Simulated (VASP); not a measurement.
Consider the following.

```
CELL_PARAMETERS angstrom
      0.00000     2.68915     2.68915
      2.68915     0.00000     2.68915
      2.68915     2.68915     0.00000
ATOMIC_POSITIONS crystal
  Sn 0.00000 0.00000 0.00000
  O  0.25000 0.25000 0.25000
```

Level of theory: PBEsol GGA, VASP's PBE PAW potentials (set 64) (plane waves; VASP 6.6.1). Settings: 620 eV cut-off, 12×12×12 Γ-centred mesh, first-order Methfessel-Paxton smearing of 0.10 eV, potentials Sn_d O.

Energy and stress use the plane-wave basis of the starting cell.

### Question
The ions, cell shape and volume at an external pressure of 5.0 GPa are relaxed. Give the cell that the relaxation ends in.

### Answer

```
CELL_PARAMETERS angstrom
      0.00000     2.63081     2.63081
      2.63081     0.00000     2.63081
      2.63081     2.63081     0.00000
ATOMIC_POSITIONS crystal
  Sn 0.00000 0.00000 0.00000
  O  0.25000 0.25000 0.25000
```
Space group F-43m (216), at a tolerance of 0.03 Å.

### Question
How do energy and volume change from the first to the last step?

### Answer
The energy (σ→0) changes by +18.1 meV/atom and the volume by -6.4 %, in 3 ionic steps.

```tsv
step	E(σ→0) (eV)	max force (eV/Å)	pressure (GPa)	volume (Å³)
1	-11.1159	0.000	-0.04	38.89
2	-11.0468	0.000	7.20	35.55
3	-11.0797	0.000	5.01	36.42
```

The structure was generated: SnO was put into the zinc blende type (F-43m), which need not be its known phase. This run relaxes it under an external pressure of 5 GPa. Symmetry was kept, so distortions that lower it aren't found.
